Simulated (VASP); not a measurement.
A convergence study with VASP on SiC (zinc blende): one setting is varied, all else stays as given below, so the limit is that of these other settings.

```
CELL_PARAMETERS angstrom
      0.00000     2.18000     2.18000
      2.18000     0.00000     2.18000
      2.18000     2.18000     0.00000
ATOMIC_POSITIONS crystal
  Si 0.00000 0.00000 0.00000
  C  0.25000 0.25000 0.25000
```

The numbers are results of PBEsol GGA, VASP's PBE PAW potentials (set 64) (plane waves; VASP), not measurements. The tightest run used: 700 eV cut-off, 18×18×18 Γ-centred mesh, Gaussian smearing of 0.010 eV, potentials Si C.

### Question
The settings run are 4×4×4 mesh; 6×6×6 mesh; 8×8×8 mesh; 10×10×10 mesh; 12×12×12 mesh; 14×14×14 mesh; 16×16×16 mesh; 18×18×18 mesh. From which on does the mean ε∞ stay within 0.05  of the tightest run?

### Answer
From 10×10×10 mesh on: it is off by 0.04 there and by no more than 0.05 in any finer run, while 8×8×8 mesh is off by 0.16.
| setting | mean ε∞ | irreducible k-points | difference judged () |
|---|---|---|---|
| 4×4×4 mesh | 9.68 | 8 | 2.61 |
| 6×6×6 mesh | 7.71 | 16 | 0.64 |
| 8×8×8 mesh | 7.23 | 29 | 0.16 |
| 10×10×10 mesh | 7.11 | 47 | 0.04 |
| 12×12×12 mesh | 7.08 | 72 | 0.01 |
| 14×14×14 mesh | 7.07 | 104 | 0.00 |
| 16×16×16 mesh | 7.07 | 145 | 0.00 |
| 18×18×18 mesh | 7.07 | 195 | 0.00 |

Left out are rungs that failed or repeat a setting and relaxations that didn't move; long series are thinned to 24 rows.

The compound is SiC in the zinc blende structure. The cell was not relaxed at this level.
